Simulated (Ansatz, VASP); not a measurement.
# AlAsPt5 (AlAsPt5 (P4/mmm)): VASP beside Ansatz

Aim: how closely do two programs agree when they are given the same cell, functional and k mesh? The cell is taken from a series of runs on this material, whose earlier steps may have relaxed, scaled, displaced or heated it; both programs get it as it stands.

Calculated with Ansatz 0.2.0; plane waves, with VASP 6.6.1 beside it; relaxation of cell and atoms at r2SCAN.

## Step 1: Set-up

It takes space group P4/mmm (No. 123, tetragonal). Conventional cell: a = 3.951 Å, b = 3.951 Å, c = 7.023 Å, α = 90.00°, β = 90.00°, γ = 90.00°. Al has 12 Pt at 2.75 to 2.79 Å nearest. As has 8 Pt at 2.54 Å nearest. Pt has 2 As at 2.54 Å and 6 Pt at 2.75 to 2.79 Å and 2 Al at 2.75 Å nearest. Nearest to Pt lie 8 Pt at 2.75 Å and 4 Al at 2.79 Å. Farther neighbours are not listed.

Coordinates:

```xyz
7
Lattice="3.9505 0.0000 0.0000 0.0000 3.9505 0.0000 0.0000 0.0000 7.0230" Properties=species:S:1:pos:R:3 pbc="T T T"
Al    1.9753    1.9753    0.0000
As    0.0000    0.0000    3.5115
Pt    0.0000    1.9753    1.9138
Pt    0.0000    1.9753    5.1091
Pt    1.9753    0.0000    1.9138
Pt    1.9753    0.0000    5.1091
Pt    0.0000    0.0000    0.0000
```

## Step 2: VASP: relaxation of cell and atoms, r2SCAN

The relaxed volume is the usual yardstick between codes: in a stiff, nearly cubic crystal its relative difference is about their pressure difference at one cell divided by the bulk modulus.

Lines of VASP's logs that name or quote its potential files are left out, and so is its time.

INCAR

```
SYSTEM = AlAsPt5
PREC = Accurate
ENCUT = 550
EDIFF = 1E-07
NELM = 120
ISMEAR = -1
SIGMA = 0.05
LREAL = .FALSE.
ALGO = Normal
METAGGA = R2SCAN
LASPH = .TRUE.
NBANDS = 36
LORBIT = 11
LWAVE = .FALSE.
LCHARG = .FALSE.
ISIF = 3
IBRION = 2
NSW = 80
EDIFFG = -0.005
GGA_COMPAT = .FALSE.
NELMIN = 4
LMIXTAU = .TRUE.
KPAR = 2
```

POSCAR

```
AlAsPt5
1.0
    3.9505500000      0.0000000000      0.0000000000
    0.0000000000      3.9505500000      0.0000000000
    0.0000000000      0.0000000000      7.0229840000
Al As Pt
1 1 5
Direct
    0.5000000000      0.5000000000      0.0000000000
    0.0000000000      0.0000000000      0.5000000000
    0.0000000000      0.5000000000      0.2725120832
    0.0000000000      0.5000000000      0.7274879168
    0.5000000000      0.0000000000      0.2725120832
    0.5000000000      0.0000000000      0.7274879168
    0.0000000000      0.0000000000      0.0000000000
```

KPOINTS

```
Automatic mesh
0
Gamma
10 10 6
0 0 0
```

The projector-augmented-wave data sets are Al, As and Pt (PBE family, release 64).

Started as:

```
> mpirun -np 2 vasp_std
```

Numbers of over 12 decimals in the logs are rounded to 6 here.

What it wrote:

```text
[banner, memory and clock lines left out]
running    2 mpi-ranks, on    1 nodes
 distrk:  each k-point on    1 cores,    2 groups
 distr:  one band on    1 cores,    1 groups

 POSCAR found type information on POSCAR AlAsPt
 POSCAR found :  3 types and       7 ions
|                                                                             |
|               ----> ADVICE to this user running VASP <----                  |
|                                                                             |
|     You enforced a specific xc type in the INCAR file but a different       |
|     [... a line on the potential file left out ...]
|     I HOPE YOU KNOW WHAT YOU ARE DOING!                                     |
|                                                                             |

 LDA part: xc-table for (None), standard interpolation
 POSCAR, INCAR and KPOINTS ok, starting setup
 FFT: planning ... GRIDC
 FFT: planning ... GRID_SOFT
 FFT: planning ... GRID
 WAVECAR not read
 entering main loop
       N       E                     dE             d eps       ncg     rms          rms(c)
DAV:   1     0.115978223767E+03    0.11598E+03   -0.30488E+04  6048   0.164E+03
DAV:   2    -0.281957091497E+03   -0.39794E+03   -0.38182E+03  6712   0.333E+02
DAV:   3    -0.300032766029E+03   -0.18076E+02   -0.17612E+02  7136   0.630E+01
DAV:   4    -0.300340418984E+03   -0.30765E+00   -0.30678E+00  6888   0.853E+00
DAV:   5    -0.300345514541E+03   -0.50956E-02   -0.50945E-02  7044   0.113E+00    0.261E+01
DAV:   6    -0.287709498372E+03    0.12636E+02   -0.12139E+01  6520   0.225E+01    0.129E+01
DAV:   7    -0.281536904939E+03    0.61726E+01   -0.19960E+00  6676   0.860E+00    0.559E+00
DAV:   8    -0.282611448618E+03   -0.10745E+01   -0.29875E+00  6376   0.994E+00    0.351E+00
DAV:   9    -0.282656750886E+03   -0.45302E-01   -0.67302E-01  6340   0.507E+00    0.702E-01
DAV:  10    -0.282688766959E+03   -0.32016E-01   -0.58441E-02  6532   0.138E+00    0.260E-01
DAV:  11    -0.282856160047E+03   -0.16739E+00   -0.11685E-01  6328   0.177E+00    0.460E-01
DAV:  12    -0.282856315262E+03   -0.15522E-03   -0.32548E-03  6592   0.321E-01    0.282E-01
DAV:  13    -0.282853746524E+03    0.25687E-02   -0.17812E-03  6252   0.264E-01    0.115E-01
DAV:  14    -0.282856442479E+03   -0.26960E-02   -0.18310E-03  6460   0.201E-01    0.334E-02
DAV:  15    -0.282856506886E+03   -0.64407E-04   -0.14670E-04  6652   0.692E-02    0.364E-02
DAV:  16    -0.282856299713E+03    0.20717E-03   -0.16444E-04  6324   0.748E-02    0.153E-02
DAV:  17    -0.282856553396E+03   -0.25368E-03   -0.87666E-05  6220   0.524E-02    0.562E-03
DAV:  18    -0.282856567037E+03   -0.13641E-04   -0.66953E-06  6616   0.187E-02    0.425E-03
DAV:  19    -0.282856580341E+03   -0.13304E-04   -0.10317E-05  6304   0.193E-02    0.114E-03
DAV:  20    -0.282856580545E+03   -0.20406E-06   -0.30428E-07  5524   0.354E-03    0.111E-03
DAV:  21    -0.282856580552E+03   -0.73524E-08   -0.16723E-08  3308   0.937E-04
   1 F= -.28285658E+03 E0= -.28285237E+03  d E =-.282857E+03
[...]
2 F= -.28285674E+03 E0= -.28285260E+03  d E =-.163167E-03
[...]
3 F= -.28285674E+03 E0= -.28285260E+03  d E =-.163125E-03
 curvature:  -0.49 expect dE=-0.130E-03 dE for cont linesearch -0.743E-09
 trial: gam= 0.86708 g(F)=  0.286E-06 g(S)=  0.266E-03 ort =-0.684E-06 (trialstep = 0.620E+00)
 search vector abs. value=  0.497E-03
 bond charge predicted
       N       E                     dE             d eps       ncg     rms          rms(c)
DAV:   1    -0.282857363841E+03   -0.62017E-03   -0.28786E-02  6104   0.958E-01    0.146E-01
DAV:   2    -0.282856809812E+03    0.55403E-03   -0.15745E-03  6564   0.242E-01    0.590E-02
DAV:   3    -0.282856805775E+03    0.40376E-05   -0.14727E-04  6968   0.825E-02    0.373E-02
DAV:   4    -0.282856798344E+03    0.74309E-05   -0.57695E-05  6748   0.538E-02    0.179E-02
DAV:   5    -0.282856796377E+03    0.19670E-05   -0.13272E-05  6556   0.265E-02    0.656E-03
DAV:   6    -0.282856796324E+03    0.52916E-07   -0.26954E-06  6512   0.931E-03    0.263E-03
DAV:   7    -0.282856796829E+03   -0.50543E-06   -0.12465E-06  6368   0.634E-03    0.101E-03
DAV:   8    -0.282856797139E+03   -0.31004E-06   -0.27582E-07  4876   0.327E-03    0.358E-04
DAV:   9    -0.282856797213E+03   -0.74086E-07   -0.36993E-08  3148   0.119E-03
   4 F= -.28285680E+03 E0= -.28285271E+03  d E =-.535360E-04
 trial-energy change:   -0.000054  1 .order   -0.000064   -0.000165    0.000036
 step:   0.4724(harm=  0.5090)  dis= 0.00031  next Energy=  -282.856802 (dE=-0.580E-04)
 reached required accuracy - stopping structural energy minimisation
```

OUTCAR, selected parts (step 2):

```text
ion  position               nearest neighbor table
   1  0.500  0.500  0.000-   3 2.75   4 2.75   5 2.75   6 2.75   5 2.75   6 2.75   3 2.75   4 2.75
                             7 2.79   7 2.79   7 2.79   7 2.79
   2  0.000  0.000  0.500-   3 2.54   4 2.54   5 2.54   6 2.54   3 2.54   4 2.54   5 2.54   6 2.54

  LATTYP: Found a simple tetragonal cell.
 ALAT       =     3.9505500000
 C/A-ratio  =     1.7777231018

 Subroutine GETGRP returns: Found 16 space group operations
 (whereof 16 operations were pure point group operations)

The static configuration has the point symmetry D_4h.

 Found     84 irreducible k-points:

   k-points           NKPTS =     84   k-points in BZ     NKDIM =     84   number of bands    NBANDS=     36

   dimension x,y,z NGX =    30 NGY =   30 NGZ =   54
   dimension x,y,z NGXF=    60 NGYF=   60 NGZF=  108

   ENCUT  =  550.0 eV  40.42 Ry    6.36 a.u.   7.55  7.55 13.43*2*pi/ulx,y,z

   NELECT =      58.0000    total number of electrons

 k-points in reciprocal lattice and weights: Automatic mesh
   0.00000000  0.00000000  0.00000000       0.002
   0.10000000  0.00000000  0.00000000       0.007
   0.20000000  0.00000000  0.00000000       0.007
   0.30000000  0.00000000  0.00000000       0.007
   0.40000000  0.00000000  0.00000000       0.007
   0.50000000  0.00000000  0.00000000       0.003
   0.10000000  0.10000000  0.00000000       0.007
   0.20000000  0.10000000  0.00000000       0.013
   0.30000000  0.10000000  0.00000000       0.013
[...]
0.50000000  0.40000000  0.50000000       0.007
   0.50000000  0.50000000  0.50000000       0.002

 average (electrostatic) potential at core
       1 -73.8998       2 -50.4192       3 -69.5342       4 -69.5342       5 -69.5342
       6 -69.5342       7 -69.3866

 E-fermi :  10.1018

 k-point     1 :       0.0000    0.0000    0.0000
  band No.  band energies     occupation
    ...
     24       8.7260      2.00000
     25       8.7423      2.00000
     26       8.7519      2.00000
     27       9.1665      2.00000
     28       9.1665      2.00000
     29      10.2116      0.20048
     30      10.2308      0.14083
     31      11.1957      0.00000
     32      12.4286      0.00000
     33      14.8880      0.00000
    ...

 k-point     2 :       0.1000    0.0000    0.0000
  band No.  band energies     occupation
    ...
     25       8.6348      2.00000
     26       8.8180      2.00000
     27       8.8459      2.00000
     28       9.0139      2.00000
     29      10.0428      1.53027
     30      10.4981      0.00072
     31      11.6648      0.00000
     32      12.3894      0.00000
     33      14.3711      0.00000
     34      14.4765      0.00000
    ...

 k-point     3 :       0.2000    0.0000    0.0000
  band No.  band energies     occupation
    ...
     25       8.2492      2.00000
     26       8.2990      2.00000
     27       8.6807      2.00000
     28       8.7235      2.00000
     29       9.7054      1.99928
     30      11.0182      0.00000
     31      12.1153      0.00000
     32      12.5794      0.00000
     33      12.8595      0.00000
     34      13.8347      0.00000
    ...

  Total       -0.0273828     -0.0273828     -0.0126398      0.0000000      0.0000000      0.0000000
  in kB       -0.4002994     -0.4002994     -0.1847765      0.0000000      0.0000000      0.0000000
  external PRESSURE =      -0.3284584 kB  Pullay stress =       0.0000000 kB

  energy-cutoff  :      550.00
  volume of cell :      109.60
      direct lattice vectors                 reciprocal lattice vectors
     3.954069128  0.000000000  0.000000000     0.252904026 -0.000000000 -0.000000000
    -0.000000000  3.954069128 -0.000000000    -0.000000000  0.252904026  0.000000000
     0.000000000 -0.000000000  7.009948427    -0.000000000  0.000000000  0.142654402

 POSITION                                       TOTAL-FORCE (eV/Angst)
 -----------------------------------------------------------------------------------
      1.97703      1.97703     -0.00000        -0.000000      0.000000      0.000000
      0.00000     -0.00000      3.50497        -0.000000      0.000000      0.000000
      0.00000      1.97703      1.90920         0.000000     -0.000000      0.003060
      0.00000      1.97703      5.10075        -0.000000      0.000000     -0.003060
      1.97703      3.95407      1.90920         0.000000     -0.000000      0.003060
      1.97703     -0.00000      5.10075        -0.000000      0.000000     -0.003060
      0.00000      0.00000      0.00000        -0.000000      0.000000      0.000000
 -----------------------------------------------------------------------------------
    total drift:                                0.000000      0.000000     -0.000000

  FREE ENERGIE OF THE ION-ELECTRON SYSTEM (eV)
  ---------------------------------------------------
  free  energy   TOTEN  =      -282.8567972134 eV

  energy  without entropy=     -282.8486204767  energy(sigma->0) =     -282.85270885

 reached required accuracy - stopping structural energy minimisation

 total charge
# of ion       s       p       d       tot
------------------------------------------
    1        0.345   0.323   0.000   0.668
    2        1.164   1.488   0.151   2.802
    3        0.635   0.590   8.171   9.396
    4        0.635   0.590   8.171   9.396
    5        0.635   0.590   8.171   9.396
    6        0.635   0.590   8.171   9.396
    7        0.640   0.615   8.168   9.423
--------------------------------------------------
tot          4.688   4.787  41.002  50.478

[... 3 further parts left out ...]
```

[end of part 1 of 2]

[Lines on the potential files, build, host, timing and source positions are cut from VASP's logs without a mark.]

[Logs are printed without paths, hosts, clocks, repeated set-up lines and the standing remarks that a program may print on its own settings, such as how far it seeks lower states.]

[Hosts, paths, dates, database ids (printed as entryN), source tags and the programs' standing remarks are cut or masked in the printed files.]
